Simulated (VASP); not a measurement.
Method: PBE GGA with D4 dispersion, VASP's PBE PAW potentials (set 64) (plane waves; VASP 6.6.1).

A VASP calculation is set up with these files.

File POSCAR:
```
Cr
1
    2.8095333534     0.0000000000     0.0000000000
    0.0000000000     2.8095333534     0.0000000000
    0.0000000000     0.0000000000     2.8095333534
Cr
2
Direct
  0.0000000000   0.0000000000   0.0000000000
  0.5000000000   0.5000000000   0.5000000000
```

INCAR:
```
ALGO = Normal
EDIFF = 1E-7
ENCUT = 520
GGA = PE
ISIF = 2
ISMEAR = 1
ISPIN = 2
IVDW = 13
LASPH = .True.
LCHARG = .False.
LMAXMIX = 4
LORBIT = 10
LREAL = .False.
LWAVE = .False.
MAGMOM = 0.9 -0.9
NELM = 100
PREC = Accurate
SIGMA = 0.1
SYSTEM = Cr
```

File KPOINTS:
```
K-points
0
G
  13 13 13
```

POTCAR, in this order: Cr_pv (PBE.64 set). Program: vasp_std.

The resulting files:

**OSZICAR**
```
       N       E                     dE             d eps       ncg     rms          rms(c)
DAV:   1     0.231414167356E+03    0.23141E+03   -0.14292E+04  5376   0.186E+03
DAV:   2    -0.137352244534E+02   -0.24515E+03   -0.24331E+03  5640   0.503E+02
DAV:   3    -0.219811575624E+02   -0.82459E+01   -0.81974E+01  6848   0.105E+02
DAV:   4    -0.221060833298E+02   -0.12493E+00   -0.12461E+00  6424   0.127E+01
DAV:   5    -0.221093072962E+02   -0.32240E-02   -0.32211E-02  7384   0.160E+00    0.194E+01
DAV:   6    -0.190363291660E+02    0.30730E+01   -0.17286E+01  5664   0.513E+01    0.362E+00
DAV:   7    -0.190215689170E+02    0.14760E-01   -0.21436E-01  5856   0.626E+00    0.236E+00
DAV:   8    -0.190130502961E+02    0.85186E-02   -0.14853E-02  7840   0.161E+00    0.115E+00
DAV:   9    -0.190047376183E+02    0.83127E-02   -0.10084E-02  6600   0.119E+00    0.245E-01
DAV:  10    -0.190051863004E+02   -0.44868E-03   -0.14529E-03  7672   0.504E-01    0.134E-01
DAV:  11    -0.190055013230E+02   -0.31502E-03   -0.33496E-03  6896   0.366E-01    0.122E-01
DAV:  12    -0.190058675034E+02   -0.36618E-03   -0.47332E-03  6784   0.487E-01    0.105E-01
DAV:  13    -0.190064935738E+02   -0.62607E-03   -0.21119E-02  6928   0.104E+00    0.741E-02
DAV:  14    -0.190067397482E+02   -0.24617E-03   -0.13109E-02  6784   0.768E-01    0.309E-02
DAV:  15    -0.190067549397E+02   -0.15192E-04   -0.34622E-03  6728   0.375E-01    0.233E-02
DAV:  16    -0.190067658648E+02   -0.10925E-04   -0.10393E-04  6240   0.139E-01    0.239E-02
DAV:  17    -0.190067691216E+02   -0.32569E-05   -0.51618E-05  7104   0.603E-02    0.967E-03
DAV:  18    -0.190067693796E+02   -0.25797E-06   -0.46328E-05  7008   0.508E-02    0.160E-02
DAV:  19    -0.190067694348E+02   -0.55161E-07   -0.29738E-05  6776   0.341E-02    0.134E-02
DAV:  20    -0.190067696338E+02   -0.19903E-06   -0.13118E-06  6208   0.161E-02    0.797E-03
DAV:  21    -0.190067696877E+02   -0.53910E-07   -0.19221E-06  5768   0.855E-03    0.495E-03
DAV:  22    -0.190067697262E+02   -0.38494E-07   -0.79518E-08  2720   0.295E-03
   1 F= -.19939119E+02 E0= -.19939348E+02  d E =0.685602E-03  mag=    -0.0000
```

OUTCAR:
```
------------------------ aborting loop because EDIFF is reached ----------------------------------------
  Edisp (eV):   -0.93235
  FORCE on cell =-STRESS in cart. coord.  units (eV):
  Direction    XX          YY          ZZ          XY          YZ          ZX
  --------------------------------------------------------------------------------------
  Total       1.00171     1.00171     1.00171     0.00000     0.00000     0.00000
  in kB      72.36883    72.36883    72.36883     0.00000     0.00000     0.00000
  external pressure =       72.37 kB  Pullay stress =        0.00 kB
  volume of cell :       22.18
      direct lattice vectors                 reciprocal lattice vectors
     2.809533353  0.000000000  0.000000000     0.355930994  0.000000000  0.000000000
     0.000000000  2.809533353  0.000000000     0.000000000  0.355930994  0.000000000
     0.000000000  0.000000000  2.809533353     0.000000000  0.000000000  0.355930994
 POSITION                                       TOTAL-FORCE (eV/Angst)
 -----------------------------------------------------------------------------------
      0.00000      0.00000      0.00000         0.000000      0.000000      0.000000
      1.40477      1.40477      1.40477        -0.000000     -0.000000     -0.000000
 -----------------------------------------------------------------------------------
    total drift:                                0.000000      0.000000     -0.000000
  FREE ENERGIE OF THE ION-ELECTRON SYSTEM (eV)
  ---------------------------------------------------
  free  energy   TOTEN  =       -19.9391191786 eV

  energy  without entropy=      -19.9398047808  energy(sigma->0) =      -19.93934771

 total charge

# of ion       s       p       d       tot
------------------------------------------
    1        0.456   6.434   4.262  11.152
    2        0.456   6.434   4.262  11.152
--------------------------------------------------
tot          0.913  12.867   8.524  22.305

 magnetization (x)

# of ion       s       p       d       tot
------------------------------------------
    1        0.009   0.004   0.723   0.736
    2       -0.009  -0.004  -0.723  -0.736
--------------------------------------------------
tot          0.000   0.000  -0.000  -0.000
```
(Selected blocks of OUTCAR.)

The compound is Cr in the bcc, AFM order structure. This cell is one point of a volume scan, at 0.97 of the reference volume.
